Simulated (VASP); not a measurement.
Given:

```
CELL_PARAMETERS angstrom
      5.34159     0.00000     0.00000
      0.00000     4.17796     0.00000
      0.00000     0.00000     7.95141
ATOMIC_POSITIONS crystal
  W  0.57758 0.25000 0.78131
  W  0.07758 0.25000 0.71869
  W  0.42242 0.75000 0.21869
  W  0.92242 0.75000 0.28131
  W  0.19086 0.25000 0.06090
  W  0.69086 0.25000 0.43910
  W  0.80914 0.75000 0.93910
  W  0.30914 0.75000 0.56090
  Si 0.69531 0.25000 0.11262
  Si 0.19531 0.25000 0.38738
  Si 0.30469 0.75000 0.88738
  Si 0.80469 0.75000 0.61262
```

Method: r2SCAN meta-GGA, VASP's PBE PAW potentials (set 64) (plane waves; VASP 6.6.1). Numerical set-up: 400 eV cut-off, 7×8×5 Γ-centred mesh, tetrahedra with Blöchl corrections, potentials W_sv Si.

The cores are frozen, which limits the accuracy of field gradients.

### Question
Give the principal components of the electric field gradient (V/Å²) and the asymmetry η at each nucleus.

### Answer

| atom | Vxx | Vyy | Vzz | η |
|---|---|---|---|---|
| W1 | 83.8 | 60.3 | -144.1 | 0.16 |
| W2 | 83.8 | 60.3 | -144.1 | 0.16 |
| W3 | 83.8 | 60.3 | -144.1 | 0.16 |
| W4 | 83.8 | 60.3 | -144.1 | 0.16 |
| W5 | -96.6 | -62.5 | 159.1 | 0.21 |
| W6 | -96.6 | -62.5 | 159.1 | 0.21 |
| W7 | -96.6 | -62.5 | 159.1 | 0.21 |
| W8 | -96.6 | -62.5 | 159.1 | 0.21 |
| Si9 | -8.5 | -7.5 | 16.0 | 0.06 |
| Si10 | -8.5 | -7.5 | 16.0 | 0.06 |
| Si11 | -8.5 | -7.5 | 16.0 | 0.06 |
| Si12 | -8.5 | -7.5 | 16.0 | 0.06 |

The structure was generated: SiW2 was put into the Co2Si type (Pnma), which need not be its known phase. It was relaxed first.
